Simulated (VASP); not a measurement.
Computed with PBE GGA, VASP's PBE PAW potentials (set 64) (plane waves; VASP).

VASP input:

File POSCAR:
```
ZnO
1
    1.6429897518    -2.8457421785    -0.0000000000
    1.6429897518     2.8457421785     0.0000000000
    0.0000000000    -0.0000000000     5.3047318335
Zn O
2 2
Direct
  0.6666670000   0.3333330000   0.5012495157
  0.3333330000   0.6666670000   0.0012495157
  0.6666670000   0.3333330000   0.8807504843
  0.3333330000   0.6666670000   0.3807504843
```

### KPOINTS
```
K-points
0
Gamma
14 14 8
0 0 0
```

**INCAR**
```
SYSTEM = ZnO
PREC = Accurate
ENCUT = 520
EDIFF = 1E-8
NELM = 100
ALGO = Normal
LREAL = .FALSE.
LASPH = .TRUE.
ISMEAR = 0
SIGMA = 0.01
GGA = PE
LMAXMIX = 4
LWAVE = .FALSE.
LCHARG = .FALSE.
IBRION = 8
NSW = 1
LEPSILON = .TRUE.
```

POTCAR, in this order: Zn O (PBE.64 set). Program: vasp_std.

The run wrote:

File OUTCAR:
```
 ion  position               nearest neighbor table
   1  0.667  0.333  0.501-   4 2.00   4 2.00   4 2.00   3 2.01
   2  0.333  0.667  0.001-   3 2.00   3 2.00   3 2.00   4 2.01
   3  0.667  0.333  0.881-   2 2.00   2 2.00   2 2.00   1 2.01
   4  0.333  0.667  0.381-   1 2.00   1 2.00   1 2.00   2 2.01
  LATTYP: Found a hexagonal cell.
 ALAT       =     3.2859798951
 C/A-ratio  =     1.6143531010
 Subroutine PRICEL returns:
 Original cell was already a primitive cell.
 Subroutine GETGRP returns: Found 12 space group operations
The static configuration has the point symmetry C_3v.
 The point group associated with its full space group is C_6v.
The dynamic configuration has the point symmetry C_3v.
 Subroutine INISYM returns: Found 12 space group operations
 Subroutine IBZKPT returns following result:
 Found    120 irreducible k-points:

 Following reciprocal coordinates:
            Coordinates               Weight
  0.000000  0.000000  0.000000      1.000000
  0.071429 -0.000000  0.000000      6.000000
  0.142857  0.000000  0.000000      6.000000
  0.214286 -0.000000  0.000000      6.000000
  0.285714  0.000000  0.000000      6.000000
  0.357143  0.000000  0.000000      6.000000
  0.428571 -0.000000  0.000000      6.000000
  0.500000 -0.000000  0.000000      3.000000
  0.071429  0.071429  0.000000      6.000000
  0.142857  0.071429  0.000000     12.000000
  0.214286  0.071429  0.000000     12.000000
  0.285714  0.071429  0.000000     12.000000
  0.357143  0.071429  0.000000     12.000000
  0.428571  0.071429  0.000000     12.000000
  0.142857  0.142857  0.000000      6.000000
  0.214286  0.142857  0.000000     12.000000
  0.285714  0.142857  0.000000     12.000000
  0.357143  0.142857  0.000000     12.000000
  0.428571  0.142857  0.000000      6.000000
  0.214286  0.214286  0.000000      6.000000
...
```

**OUTCAR**
```


 HEAD OF MICROSCOPIC STATIC DIELECTRIC TENSOR (INDEPENDENT PARTICLE, excluding Hartree and local field effects)
 ------------------------------------------------------
           5.503726     0.000000     0.000000
           0.000000     5.503728     0.000000
           0.000000     0.000000     5.492341
 ------------------------------------------------------

 MACROSCOPIC STATIC DIELECTRIC TENSOR (including local field effects in DFT)
 ------------------------------------------------------
           5.400945    -0.000000     0.000000
           0.000000     5.400947     0.000000
           0.000000     0.000000     5.403688
 ------------------------------------------------------

 PIEZOELECTRIC TENSOR (including local field effects)  for field in x, y, z        (e  Angst)
          XX          YY          ZZ          XY          YZ          ZX
  --------------------------------------------------------------------------------
  x     0.00000     0.00000    -0.00000     0.00000     0.00000     1.26807
  y     0.00000     0.00000     0.00000    -0.00000     1.26807     0.00000
  z     1.21201     1.21201    -2.43926     0.00000     0.00000     0.00000

 PIEZOELECTRIC TENSOR (including local field effects)  for field in x, y, z        (C/m^2)
          XX          YY          ZZ          XY          YZ          ZX
  --------------------------------------------------------------------------------
  x     0.00000     0.00000    -0.00000     0.00000     0.00000     0.40957
  y     0.00000     0.00000     0.00000    -0.00000     0.40957     0.00000
  z     0.39146     0.39146    -0.78785     0.00000     0.00000     0.00000

 BORN EFFECTIVE CHARGES (including local field effects) (in |e|, cummulative output)
 ---------------------------------------------------------------------------------
 ion    1
    1     2.13255     0.00000     0.00000
    2     0.00000     2.13255     0.00000
    3     0.00000     0.00000     2.18553
 ion    2
    1     2.13255     0.00000     0.00000
    2     0.00000     2.13255     0.00000
    3     0.00000     0.00000     2.18553
 ion    3
    1    -2.13255     0.00000    -0.00000
    2     0.00000    -2.13255     0.00000
    3     0.00000     0.00000    -2.18553
 ion    4
    1    -2.13255     0.00000     0.00000
    2     0.00000    -2.13255     0.00000
    3     0.00000    -0.00000    -2.18553

   1 f  =   15.246456 THz    95.796306 2PiTHz  508.567016 cm-1    63.054245 meV

   2 f  =   12.033087 THz    75.606117 2PiTHz  401.380588 cm-1    49.764828 meV

   3 f  =   12.033085 THz    75.606105 2PiTHz  401.380524 cm-1    49.764820 meV

   4 f  =   11.124392 THz    69.896618 2PiTHz  371.069784 cm-1    46.006769 meV

   5 f  =   11.124390 THz    69.896607 2PiTHz  371.069725 cm-1    46.006762 meV

   6 f  =   10.392402 THz    65.297386 2PiTHz  346.653207 cm-1    42.979501 meV

   7 f  =    7.349953 THz    46.181114 2PiTHz  245.168028 cm-1    30.396948 meV

   8 f  =    2.759754 THz    17.340048 2PiTHz   92.055495 cm-1    11.413422 meV

   9 f  =    2.759754 THz    17.340045 2PiTHz   92.055480 cm-1    11.413420 meV

  10 f/i=    0.003352 THz     0.021061 2PiTHz    0.111811 cm-1     0.013863 meV

  11 f/i=    0.003352 THz     0.021061 2PiTHz    0.111811 cm-1     0.013863 meV

  12 f/i=    0.009268 THz     0.058234 2PiTHz    0.309154 cm-1     0.038330 meV

 MACROSCOPIC STATIC DIELECTRIC TENSOR IONIC CONTRIBUTION
 ------------------------------------------------------
           5.095179    -0.000000    -0.000000
          -0.000000     5.095181     0.000000
          -0.000000     0.000000     6.126358
 ------------------------------------------------------

 ELASTIC MODULI CONTR FROM IONIC RELAXATION (kBar)
 Direction    XX          YY          ZZ          XY          YZ          ZX
 --------------------------------------------------------------------------------
 XX        -561.4327    232.5180    315.8017      0.0000     -0.0000      0.0000
 YY         232.5180   -561.4331    315.8018     -0.0000      0.0000     -0.0000
 ZZ         315.8017    315.8018   -606.4227     -0.0000      0.0000     -0.0000
 XY           0.0000     -0.0000     -0.0000   -396.9755     -0.0000      0.0000
 YZ          -0.0000     -0.0000      0.0000     -0.0000   -142.8293      0.0000
 ZX           0.0000     -0.0000     -0.0000     -0.0000      0.0000   -136.8560
 --------------------------------------------------------------------------------

 PIEZOELECTRIC TENSOR IONIC CONTR  for field in x, y, z        (C/m^2)
          XX          YY          ZZ          XY          YZ          ZX
  --------------------------------------------------------------------------------
  x     0.00000    -0.00000    -0.00000    -0.00000     0.00000    -0.78575
  y    -0.00000     0.00000     0.00000    -0.00000    -0.80271     0.00000
  z    -0.94450    -0.94450     1.81368     0.00000    -0.00000     0.00000
```
(Selected blocks of OUTCAR.)

The dielectric response may not be converged in the k-mesh; for small gaps it tends to come out too large.

The compound is ZnO in the wurtzite structure. It was relaxed first.
